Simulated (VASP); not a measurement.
Write an ASE script for VASP 6.6.1 that does the following.

* Task: relaxation of cell and atoms
* Functional: LDA
* Potentials or basis: VASP PAW LDA potentials, release 64 (Tl_d, Ru_pv)
* Cutoff: 700 eV
* k mesh: 8 × 8 × 8
* Occupations: methfessel-paxton, width 0.1 eV
* Spin: no spin polarisation
* Optimiser: LBFGS
* Further INCAR settings: ALGO = Normal; EDIFF = 1.00e-07; AMIX = 0.600000

The structure of TlRu lies in TlRu.cif:

```cif
data_TlRu
_cell_length_a 4.24901439
_cell_length_b 4.24901439
_cell_length_c 4.24901439
_cell_angle_alpha 60.00000000
_cell_angle_beta 60.00000000
_cell_angle_gamma 60.00000000
_space_group_name_H-M_alt 'P1'
_space_group_name_Hall 'P 1'
_space_group_IT_number 1
loop_
_space_group_symop_operation_xyz
'x,y,z'
loop_
_atom_site_label
_atom_site_type_symbol
_atom_site_symmetry_multiplicity
_atom_site_Wyckoff_symbol
_atom_site_fract_x
_atom_site_fract_y
_atom_site_fract_z
_atom_site_occupancy
Tl1 Tl 1 a 0.0000000000 0.0000000000 0.0000000000 1
Ru1 Ru 1 a 0.7500000000 0.7500000000 0.7500000000 1
```

The cell was built by a generator and needn't be a form met in nature.

The input as run:

run.py

```python
from ase.calculators.vasp import Vasp
from ase.filters import FrechetCellFilter
from ase.io import read
from ase.optimize import LBFGS

atoms = read('TlRu.cif')
calc = Vasp(
    directory='calc',
    xc='lda',
    pp='LDA',
    setups='recommended',
    prec='Accurate',
    encut=700,
    ediff=1e-07,
    ismear=1,
    sigma=0.1,
    lreal=False,
    lasph=True,
    nelm=60,
    algo='Normal',
    isif=2,
    lwave=False,
    lcharg=False,
    amix=0.6,
    kpts=[8, 8, 8],
    gamma=True,
)
atoms.calc = calc
opt = LBFGS(FrechetCellFilter(atoms), trajectory='relax.traj')
converged = opt.run(fmax=0.01, steps=40)
print('converged:', converged)

print('energy (eV):', atoms.get_potential_energy())
print('free energy (eV):', atoms.get_potential_energy(force_consistent=True))
print('forces (eV/A):')
print(atoms.get_forces())
print('stress (eV/A^3, Voigt):', atoms.get_stress())
print('Fermi level (eV):', calc.get_fermi_level())
print('cell (A, degrees):', atoms.cell.cellpar())
print('volume (A^3):', atoms.get_volume())
print('scaled positions:')
print(atoms.get_scaled_positions())
```

Potentials or basis: VASP PAW LDA potentials, release 64 (Tl_d, Ru_pv).

Run with:

```console
$ python run.py
```

It gave:

The relaxed volume is 26.32 Å³/atom. The relaxed cell is a = 4.207 Å, b = 4.207 Å, c = 4.207 Å, α = 60.00°, β = 60.00°, γ = 60.00°. The space group after relaxing (to 0.05 Å) is F-43m (No. 216). The energy gained by relaxing is 5.7 meV/atom and the ionic steps are 4. The pressure after relaxing is 0.0 GPa. The band gap on the k mesh is none (metal or under the smearing width).

It took 110 s on 1 thread of Intel(R) Xeon(R) Platinum 8259CL CPU @ 2.50GHz (Skylake/Cascade Lake), with other jobs on the host, peak memory 0.19 GiB.
